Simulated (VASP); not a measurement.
```
CELL_PARAMETERS angstrom
      0.00000     1.80154     1.80154
      1.80154     0.00000     1.80154
      1.80154     1.80154     0.00000
ATOMIC_POSITIONS crystal
  B  0.00000 0.00000 0.00000
  N  0.25000 0.25000 0.25000
```

These are revPBE GGA, VASP's PBE PAW potentials (set 64) (plane waves; VASP) values and carry that method's errors. Numerical set-up: 520 eV cut-off, 12×12×12 Γ-centred mesh, Gaussian smearing of 0.050 eV, potentials B N.

Task: Give the stress tensor in GPa (positive for a compressed cell).

Result: 
```
11.71   0.00   0.00
 0.00  11.71   0.00
 0.00   0.00  11.71
```
The pressure is its mean diagonal, 11.71 GPa.

The compound is BN in the zinc blende structure. This cell is one point of a volume scan, at 0.97 of the reference volume.
